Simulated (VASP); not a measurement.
Level of theory: LDA (Ceperley-Alder, Perdew-Zunger), VASP's LDA PAW potentials (set 64) (plane waves; VASP).

VASP ran on this input.

File POSCAR:
```
BaTiO3
1
    2.8018065948     1.6176239905     2.2944896051
   -2.8018065948     1.6176239905     2.2944896051
    0.0000000000    -3.2352479811     2.2944896051
Ba Ti O
1 1 3
Direct
  0.0003663891   0.0003663891   0.0003663891
  0.5106599837   0.5106599837   0.5106599837
  0.4882256785   0.9836122703   0.4882256785
  0.4882256785   0.4882256785   0.9836122703
  0.9836122703   0.4882256785   0.4882256785
```

File KPOINTS:
```
Automatic mesh
0
Gamma
5 5 5
0 0 0
```

**INCAR**
```
# general
SYSTEM  = BaTiO3
PREC    = Accurate
ENCUT   = 520   # plane-wave cut-off (eV)
LREAL   = .FALSE.   # projection in real space or not
LASPH   = .TRUE.   # aspherical one-centre terms

# electronic loop
EDIFF   = 1E-6   # SCF stop (eV)
NELM    = 100
ALGO    = Normal
LMAXMIX = 4   # l cut-off of mixed one-centre charges

# smearing
ISMEAR  = 0   # Gaussian
SIGMA   = 0.05

# ions
IBRION  = 2
NSW     = 60
ISIF    = 3   # ions, shape and volume
EDIFFG  = -0.02   # ionic stop

# output
LWAVE   = .FALSE.
LCHARG  = .FALSE.
```

POTCAR, in this order: Ba_sv Ti_sv O (LDA.64 set). Program: vasp_std.

The resulting files:

File OUTCAR:
```
 ion  position               nearest neighbor table
   1  0.000  0.000  0.000-   3 2.74   5 2.74   4 2.74   4 2.80   4 2.80   3 2.80   5 2.80   3 2.80
                             5 2.80   5 2.88   3 2.88   4 2.88   2 3.37   2 3.41   2 3.41   2 3.41
   2  0.511  0.511  0.511-   3 1.88   5 1.88   4 1.88   3 2.09   5 2.09   4 2.09   1 3.37   1 3.41
                             1 3.41   1 3.41   1 3.46   1 3.46   1 3.46   1 3.51
   3  0.488  0.984  0.488-   2 1.88   2 2.09   1 2.74   1 2.80   1 2.80   1 2.88
   4  0.488  0.488  0.984-   2 1.88   2 2.09   1 2.74   1 2.80   1 2.80   1 2.88
   5  0.984  0.488  0.488-   2 1.88   2 2.09   1 2.74   1 2.80   1 2.80   1 2.88
  LATTYP: Found a trigonal (rhomboedric) cell.
 ALAT       =     3.9662970195
 COS(alpha) =     0.0019875903
 Subroutine PRICEL returns:
 Original cell was already a primitive cell.
 Subroutine GETGRP returns: Found  6 space group operations
The static configuration has the point symmetry C_3v.
The dynamic configuration has the point symmetry C_3v.
 Subroutine INISYM returns: Found  6 space group operations
 Subroutine IBZKPT returns following result:
 Found     19 irreducible k-points:

 Following reciprocal coordinates:
            Coordinates               Weight
  0.000000  0.000000  0.000000      1.000000
  0.200000  0.000000  0.000000      6.000000
  0.400000 -0.000000  0.000000      6.000000
  0.200000  0.200000  0.000000      6.000000
  0.400000  0.200000  0.000000     12.000000
 -0.400000  0.200000 -0.000000     12.000000
 -0.200000  0.200000  0.000000      6.000000
  0.400000  0.400000  0.000000      6.000000
 -0.400000  0.400000  0.000000      6.000000
  0.200000  0.200000  0.200000      2.000000
  0.400000  0.200000  0.200000      6.000000
 -0.400000  0.200000  0.200000      6.000000
 -0.200000  0.200000  0.200000      6.000000
  0.400000  0.400000  0.200000      6.000000
 -0.400000  0.400000  0.200000     12.000000
 -0.200000  0.400000  0.200000     12.000000
 -0.400000 -0.400000  0.200000      6.000000
  0.400000  0.400000  0.400000      2.000000
...
```

**OSZICAR**
```
       N       E                     dE             d eps       ncg     rms          rms(c)
DAV:   1     0.459988816070E+03    0.45999E+03   -0.21692E+04   912   0.183E+03
DAV:   2    -0.899525475572E+01   -0.46898E+03   -0.46207E+03  1152   0.492E+02
DAV:   3    -0.526716631437E+02   -0.43676E+02   -0.43620E+02  1344   0.145E+02
DAV:   4    -0.544322906000E+02   -0.17606E+01   -0.17597E+01  1272   0.263E+01
DAV:   5    -0.544869961099E+02   -0.54706E-01   -0.54703E-01  1312   0.358E+00    0.244E+01
DAV:   6    -0.444311187429E+02    0.10056E+02   -0.72998E+01  1464   0.795E+01    0.106E+01
DAV:   7    -0.443525477506E+02    0.78571E-01   -0.12192E+01  1200   0.266E+01    0.716E+00
DAV:   8    -0.441659883988E+02    0.18656E+00   -0.12023E+00  1232   0.111E+01    0.254E+00
DAV:   9    -0.441753156693E+02   -0.93273E-02   -0.19719E-01  1192   0.313E+00    0.105E+00
DAV:  10    -0.441648108291E+02    0.10505E-01   -0.84950E-02  1240   0.294E+00    0.394E-01
DAV:  11    -0.441636332462E+02    0.11776E-02   -0.10195E-02  1328   0.734E-01    0.101E-01
DAV:  12    -0.441635255057E+02    0.10774E-03   -0.13946E-03  1168   0.366E-01    0.342E-02
DAV:  13    -0.441635116453E+02    0.13860E-04   -0.10918E-04  1296   0.789E-02    0.897E-03
DAV:  14    -0.441635118876E+02   -0.24231E-06   -0.67328E-06  1216   0.198E-02
   1 F= -.44163512E+02 E0= -.44163512E+02  d E =-.441635E+02
       N       E                     dE             d eps       ncg     rms          rms(c)
DAV:   1    -0.441631456676E+02    0.36598E-03   -0.19387E-01  1072   0.611E+00    0.151E-01
DAV:   2    -0.441642910866E+02   -0.11454E-02   -0.14319E-02   912   0.899E-01    0.105E-01
DAV:   3    -0.441642873845E+02    0.37020E-05   -0.70140E-04  1344   0.201E-01    0.420E-02
DAV:   4    -0.441642815158E+02    0.58687E-05   -0.86463E-05  1400   0.740E-02    0.231E-02
DAV:   5    -0.441642824579E+02   -0.94207E-06   -0.23535E-05  1304   0.351E-02    0.114E-02
DAV:   6    -0.441642837095E+02   -0.12516E-05   -0.44657E-06  1128   0.155E-02    0.430E-03
DAV:   7    -0.441642838558E+02   -0.14624E-06   -0.57993E-07   560   0.630E-03
   2 F= -.44164284E+02 E0= -.44164284E+02  d E =-.771968E-03
       N       E                     dE             d eps       ncg     rms          rms(c)
DAV:   1    -0.441633258816E+02    0.95783E-03   -0.21134E-01  1072   0.638E+00    0.156E-01
DAV:   2    -0.441645695578E+02   -0.12437E-02   -0.15638E-02   912   0.939E-01    0.108E-01
DAV:   3    -0.441645645622E+02    0.49956E-05   -0.77059E-04  1336   0.212E-01    0.431E-02
DAV:   4    -0.441645571789E+02    0.73832E-05   -0.96470E-05  1384   0.778E-02    0.234E-02
DAV:   5    -0.441645581080E+02   -0.92911E-06   -0.25400E-05  1320   0.362E-02    0.116E-02
DAV:   6    -0.441645594326E+02   -0.13246E-05   -0.46397E-06  1128   0.157E-02    0.447E-03
DAV:   7    -0.441645596170E+02   -0.18439E-06   -0.66453E-07   584   0.637E-03
   3 F= -.44164560E+02 E0= -.44164560E+02  d E =-.104773E-02
       N       E                     dE             d eps       ncg     rms          rms(c)
DAV:   1    -0.441655256826E+02   -0.96625E-03   -0.92261E-02  1088   0.385E+00    0.239E-01
DAV:   2    -0.441651266798E+02    0.39900E-03   -0.76114E-03  1040   0.765E-01    0.104E-01
DAV:   3    -0.441649823759E+02    0.14430E-03   -0.13655E-03  1248   0.235E-01    0.432E-02
DAV:   4    -0.441649569282E+02    0.25448E-04   -0.26736E-04  1368   0.129E-01    0.235E-02
DAV:   5    -0.441649617002E+02   -0.47720E-05   -0.28311E-05  1296   0.435E-02    0.128E-02
DAV:   6    -0.441649665122E+02   -0.48120E-05   -0.13353E-05  1280   0.184E-02    0.972E-03
DAV:   7    -0.441649686400E+02   -0.21278E-05   -0.43076E-06  1072   0.151E-02    0.891E-04
DAV:   8    -0.441649686985E+02   -0.58486E-07   -0.52939E-07   544   0.425E-03
   4 F= -.44164969E+02 E0= -.44164969E+02  d E =-.409082E-03
       N       E                     dE             d eps       ncg     rms          rms(c)
DAV:   1    -0.441659246483E+02   -0.95601E-03   -0.13134E-01  1096   0.459E+00    0.286E-01
DAV:   2    -0.441653503855E+02    0.57426E-03   -0.10733E-02  1024   0.912E-01    0.124E-01
DAV:   3    -0.441651487018E+02    0.20168E-03   -0.19425E-03  1248   0.280E-01    0.506E-02
DAV:   4    -0.441651145383E+02    0.34164E-04   -0.37356E-04  1360   0.151E-01    0.279E-02
DAV:   5    -0.441651213218E+02   -0.67835E-05   -0.39849E-05  1296   0.517E-02    0.153E-02
DAV:   6    -0.441651282061E+02   -0.68843E-05   -0.18920E-05  1336   0.219E-02    0.116E-02
DAV:   7    -0.441651312391E+02   -0.30329E-05   -0.61014E-06  1128   0.180E-02    0.108E-03
DAV:   8    -0.441651313209E+02   -0.81794E-07   -0.73639E-07   576   0.500E-03
   5 F= -.44165131E+02 E0= -.44165131E+02  d E =-.571704E-03
       N       E                     dE             d eps       ncg     rms          rms(c)
DAV:   1    -0.441651734165E+02   -0.42177E-04   -0.13863E-02   912   0.115E+00    0.353E-02
DAV:   2    -0.441652115052E+02   -0.38089E-04   -0.65241E-04   992   0.208E-01    0.270E-02
DAV:   3    -0.441652059598E+02    0.55454E-05   -0.39719E-05  1304   0.483E-02    0.136E-02
DAV:   4    -0.441652029993E+02    0.29605E-05   -0.99620E-06  1344   0.305E-02    0.626E-03
DAV:   5    -0.441652029004E+02    0.98885E-07   -0.12031E-06   608   0.108E-02
   6 F= -.44165203E+02 E0= -.44165203E+02  d E =-.715796E-04
       N       E                     dE             d eps       ncg     rms          rms(c)
DAV:   1    -0.441651089452E+02    0.94054E-04   -0.72879E-02   912   0.263E+00    0.808E-02
DAV:   2    -0.441653099372E+02   -0.20099E-03   -0.34243E-03   992   0.477E-01    0.614E-02
DAV:   3    -0.441652811229E+02    0.28814E-04   -0.20703E-04  1304   0.110E-01    0.309E-02
DAV:   4    -0.441652658706E+02    0.15252E-04   -0.52495E-05  1392   0.696E-02    0.145E-02
DAV:   5    -0.441652654199E+02    0.45071E-06   -0.70299E-06  1144   0.249E-02
   7 F= -.44165265E+02 E0= -.44165265E+02  d E =-.134099E-03
```

File OUTCAR:
```
------------------------ aborting loop because EDIFF is reached ----------------------------------------
  FORCE on cell =-STRESS in cart. coord.  units (eV):
  Direction    XX          YY          ZZ          XY          YZ          ZX
  --------------------------------------------------------------------------------------
  Total       -0.0099942     -0.0099942      0.0188797     -0.0000000     -0.0000000      0.0000000
  in kB       -0.2573335     -0.2573336      0.4861195     -0.0000000     -0.0000000      0.0000000
  external PRESSURE =      -0.0095159 kB  Pullay stress =       0.0000000 kB
  volume of cell :       62.22
      direct lattice vectors                 reciprocal lattice vectors
     2.800711306  1.616991625  2.290002360     0.178526076  0.103072065  0.145560258
    -2.800711306  1.616991625  2.290002360    -0.178526076  0.103072065  0.145560258
    -0.000000000 -3.233983250  2.290002360     0.000000000 -0.206144131  0.145560258
 POSITION                                       TOTAL-FORCE (eV/Angst)
 -----------------------------------------------------------------------------------
     -0.00000     -0.00000      6.86122         0.000000      0.000000     -0.003488
     -0.00000     -0.00000      3.49036         0.000000     -0.000000      0.003430
     -1.38697      0.80077      4.49828        -0.002308      0.001333      0.000019
     -0.00000     -1.60153      4.49828         0.000000     -0.002665      0.000019
      1.38697      0.80077      4.49828         0.002308      0.001333      0.000019
 -----------------------------------------------------------------------------------
    total drift:                                0.000000     -0.000000      0.000760
  FREE ENERGIE OF THE ION-ELECTRON SYSTEM (eV)
  ---------------------------------------------------
  free  energy   TOTEN  =       -44.1652654199 eV

  energy  without entropy=      -44.1652654199  energy(sigma->0) =      -44.16526542

 reached required accuracy - stopping structural energy minimisation
```
(Selected blocks of OUTCAR.)

### CONTCAR
```
BaTiO3
   1.00000000000000
     2.8007113059560456    1.6169916249563170    2.2900023604129558
    -2.8007113059560456    1.6169916249563170    2.2900023604129558
    -0.0000000000000000   -3.2339832500123995    2.2900023604128177
  Ba              Ti              O
     1     1     3
Direct
     0.9987213028322335    0.9987213028322335    0.9987213028322335
     0.5080576300185113    0.5080576300185113    0.5080576300185113
     0.4896969497507743    0.9849171677477161    0.4896969497507700
     0.4896969497507700    0.4896969497507700    0.9849171677477203
     0.9849171677477161    0.4896969497507743    0.4896969497507700
```

The structure comes from a computed database's BaTiO3 entry (R3m); how it stands against other phases isn't given here. This run relaxes it. Symmetry was kept, so distortions that lower it aren't found. The start is the result of an earlier pass.
